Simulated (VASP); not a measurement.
Output of a VASP run:

File OSZICAR:
```
       N       E                     dE             d eps       ncg     rms          rms(c)
DAV:   1     0.273536482297E+03    0.27354E+03   -0.14746E+04 27416   0.132E+03
DAV:   2    -0.154035496628E+02   -0.28894E+03   -0.28603E+03 29692   0.413E+02
DAV:   3    -0.220860080074E+02   -0.66825E+01   -0.65413E+01 32064   0.736E+01
DAV:   4    -0.221461962779E+02   -0.60188E-01   -0.59874E-01 29487   0.675E+00
DAV:   5    -0.221467242790E+02   -0.52800E-03   -0.52795E-03 29555   0.614E-01    0.237E+01
DAV:   6    -0.208600843832E+02    0.12866E+01   -0.31182E+00 28284   0.175E+01    0.740E+00
DAV:   7    -0.207080752911E+02    0.15201E+00   -0.59338E-01 30687   0.690E+00    0.882E-01
DAV:   8    -0.206986380872E+02    0.94372E-02   -0.10896E-02 27482   0.115E+00    0.291E-01
DAV:   9    -0.206985703289E+02    0.67758E-04   -0.51265E-04 31398   0.191E-01    0.214E-02
DAV:  10    -0.206985712669E+02   -0.93809E-06   -0.29549E-05 29861   0.547E-02    0.155E-02
DAV:  11    -0.206985659915E+02    0.52754E-05   -0.16643E-05 29710   0.423E-02    0.689E-03
DAV:  12    -0.206985654860E+02    0.50549E-06   -0.44287E-07 13594   0.801E-03
   1 F= -.20698565E+02 E0= -.20698171E+02  d E =-.118347E-02
```

OUTCAR:
```
------------------------ aborting loop because EDIFF is reached ----------------------------------------
  FORCE on cell =-STRESS in cart. coord.  units (eV):
  Direction    XX          YY          ZZ          XY          YZ          ZX
  --------------------------------------------------------------------------------------
  Total        0.2960317      0.2960072      0.2789264      0.0000138      0.0000067     -0.0000158
  in kB       16.6169933     16.6156174     15.6568308      0.0007721      0.0003743     -0.0008878
  external PRESSURE =      16.2964805 kB  Pullay stress =       0.0000000 kB
  volume of cell :       28.54
      direct lattice vectors                 reciprocal lattice vectors
     1.370000000 -2.372910000  0.000000000     0.364963504 -0.210711742  0.000000000
     1.370000000  2.372910000  0.000000000     0.364963504  0.210711742  0.000000000
     0.000000000  0.000000000  4.390000000     0.000000000  0.000000000  0.227790433
 POSITION                                       TOTAL-FORCE (eV/Angst)
 -----------------------------------------------------------------------------------
      1.37000      0.79097      1.09750         0.000001     -0.000008     -0.000002
      1.37000     -0.79097      3.29250        -0.000001      0.000008      0.000002
 -----------------------------------------------------------------------------------
    total drift:                               -0.000001      0.000000     -0.000002
  FREE ENERGIE OF THE ION-ELECTRON SYSTEM (eV)
  ---------------------------------------------------
  free  energy   TOTEN  =       -20.6985654860 eV

  energy  without entropy=      -20.6973820180  energy(sigma->0) =      -20.69817100
```
(Selected blocks of OUTCAR.)

**POSCAR**
```
Tc
1
    1.3700000000    -2.3729100000     0.0000000000
    1.3700000000     2.3729100000     0.0000000000
    0.0000000000     0.0000000000     4.3900000000
Tc
2
Direct
  0.3333330000   0.6666670000   0.2500000000
  0.6666670000   0.3333330000   0.7500000000
```

Question: Reconstruct the remaining input files.

Answer: This is not unique; one that fits is the input of the run itself, PBE GGA, plane waves, VASP's PBE PAW potentials (set 64).

File KPOINTS:
```
Automatic
0
Gamma
14 14 8
0 0 0
```

### INCAR
```
SYSTEM=Tc
PREC=Accurate; ENCUT=400; LREAL=.FALSE.
LASPH=.TRUE.; ISYM=0
EDIFF=1E-6; NELM=100; ALGO=Normal
LMAXMIX=4
ISMEAR=1; SIGMA=0.1
GGA=PE
ISIF=2
LWAVE=.FALSE.; LCHARG=.FALSE.
```

POTCAR, in this order: Tc_pv (PBE.64 set). Program: vasp_std.

The compound is Tc in the hcp structure. The cell was not relaxed at this level. The run is one of a series of settings (ISYM = 0 against the base run), some of them coarse on purpose.
